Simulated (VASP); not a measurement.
Calculation: PBEsol GGA, VASP's PBE PAW potentials (set 64) (plane waves; VASP).

The input files of a VASP run:

File POSCAR:
```
CrB2
1
    0.0000000000     3.3436190000     3.4582400000
    1.9413540000     0.0000000000     3.4582400000
    1.9413540000     3.3436190000     0.0000000000
B Cr
4 2
Direct
  0.6635000000   0.3365000000   0.6635000000
  0.3365000000   0.6635000000   0.3365000000
  0.5865000000   0.9135000000   0.5865000000
  0.9135000000   0.5865000000   0.9135000000
  0.0000000000   0.0000000000   0.0000000000
  0.2500000000   0.2500000000   0.2500000000
```

### INCAR
```
SYSTEM  =  CrB2
PREC  =  Accurate; ENCUT  =  400; LREAL  =  F
LASPH  =  T
EDIFF  =  1E-6; NELM  =  100; ALGO  =  Normal
LMAXMIX  =  4
ISMEAR  =  0; SIGMA  =  0.1
GGA  =  PS
MAGMOM  =  4*0.0 2*3.0
ISPIN  =  2
ISIF  =  2
LWAVE  =  F; LCHARG  =  F; LORBIT  =  11
```

**KPOINTS**
```
Automatic
0
gamma
  4 4 4
```

POTCAR, in this order: B Cr_pv (PBE.64 set). Program: vasp_std.

The run wrote:

File OSZICAR:
```
       N       E                     dE             d eps       ncg     rms          rms(c)
DAV:   1     0.306800848443E+03    0.30680E+03   -0.16440E+04  1832   0.133E+03
DAV:   2    -0.339692411808E+02   -0.34077E+03   -0.32992E+03  1820   0.418E+02
DAV:   3    -0.546234194409E+02   -0.20654E+02   -0.19920E+02  2226   0.104E+02
DAV:   4    -0.550476672318E+02   -0.42425E+00   -0.42328E+00  2246   0.150E+01
DAV:   5    -0.550582632495E+02   -0.10596E-01   -0.10593E-01  2437   0.225E+00    0.440E+01
DAV:   6    -0.564809037783E+02   -0.14226E+01   -0.15260E+02  2260   0.106E+02    0.282E+01
DAV:   7    -0.491133928142E+02    0.73675E+01   -0.96186E+01  2359   0.783E+01    0.998E+00
DAV:   8    -0.486128539710E+02    0.50054E+00   -0.32172E+00  2161   0.137E+01    0.437E+00
DAV:   9    -0.485240953074E+02    0.88759E-01   -0.27582E-01  2393   0.396E+00    0.189E+00
DAV:  10    -0.484994061406E+02    0.24689E-01   -0.71732E-02  2275   0.232E+00    0.850E-01
DAV:  11    -0.484973015640E+02    0.21046E-02   -0.72406E-03  2241   0.704E-01    0.125E-01
DAV:  12    -0.484973023068E+02   -0.74283E-06   -0.46480E-04  2340   0.206E-01    0.727E-02
DAV:  13    -0.484972953280E+02    0.69787E-05   -0.48603E-05  2386   0.638E-02    0.323E-02
DAV:  14    -0.484972957650E+02   -0.43694E-06   -0.50498E-06  2210   0.168E-02
   1 F= -.48497296E+02 E0= -.48491802E+02  d E =-.109869E-01  mag=    -0.0001
```

### OUTCAR
```
------------------------ aborting loop because EDIFF is reached ----------------------------------------
  FORCE on cell =-STRESS in cart. coord.  units (eV):
  Direction    XX          YY          ZZ          XY          YZ          ZX
  --------------------------------------------------------------------------------------
  Total        2.6829296      1.0689216     -0.5288415      0.0000000      0.0000000      0.0000000
  in kB       95.7443637     38.1460691    -18.8724998      0.0000000      0.0000000      0.0000000
  external PRESSURE =      38.3393110 kB  Pullay stress =       0.0000000 kB
  volume of cell :       44.90
      direct lattice vectors                 reciprocal lattice vectors
     0.000000000  3.343619000  3.458240000    -0.257552203  0.149538569  0.144582215
     1.941354000  0.000000000  3.458240000     0.257552203 -0.149538569  0.144582215
     1.941354000  3.343619000  0.000000000     0.257552203  0.149538569 -0.144582215
 POSITION                                       TOTAL-FORCE (eV/Angst)
 -----------------------------------------------------------------------------------
      1.94135      4.43698      3.45824         0.000000     -0.460807      0.000000
      1.94135      2.25026      3.45824         0.000000      0.460807      0.000000
      2.91203      3.92207      5.18736        -0.000000      0.460807     -0.000000
      2.91203      6.10879      5.18736        -0.000000     -0.460807     -0.000000
      0.00000      0.00000      0.00000         0.000000     -0.000000     -0.000000
      0.97068      1.67181      1.72912        -0.000000      0.000000      0.000000
 -----------------------------------------------------------------------------------
    total drift:                               -0.000000     -0.000000      0.000000
  FREE ENERGIE OF THE ION-ELECTRON SYSTEM (eV)
  ---------------------------------------------------
  free  energy   TOTEN  =       -48.4972957650 eV

  energy  without entropy=      -48.4863088595  energy(sigma->0) =      -48.49180231

 total charge

# of ion       s       p       d       tot
------------------------------------------
    1        0.694   1.105   0.000   1.798
    2        0.694   1.105   0.000   1.798
    3        0.694   1.105   0.000   1.798
    4        0.694   1.105   0.000   1.798
    5        0.403   6.584   4.510  11.497
    6        0.403   6.584   4.510  11.497
--------------------------------------------------
tot          3.580  17.586   9.021  30.187

 magnetization (x)

# of ion       s       p       d       tot
------------------------------------------
    1        0.000   0.000   0.000   0.000
    2        0.000   0.000   0.000   0.000
    3        0.000   0.000   0.000   0.000
    4        0.000   0.000   0.000   0.000
    5       -0.000  -0.000  -0.000  -0.000
    6       -0.000  -0.000  -0.000  -0.000
--------------------------------------------------
tot          0.000   0.000  -0.000  -0.000
```
(Selected blocks of OUTCAR.)

At this cut-off the stress carries a Pulay error, which pulls relaxed volumes low. The moments were started parallel, and other spin orders were not tried in this run.

The structure was generated: CrB2 was put into an ordered model structure, which need not be its known phase. The cell was not relaxed at this level. The k-mesh is coarse (spacing up to 0.52 per Å, 2π included), so the numbers may not be converged in it. The run is one of a series of settings (GGA = PS against the base run), some of them coarse on purpose.
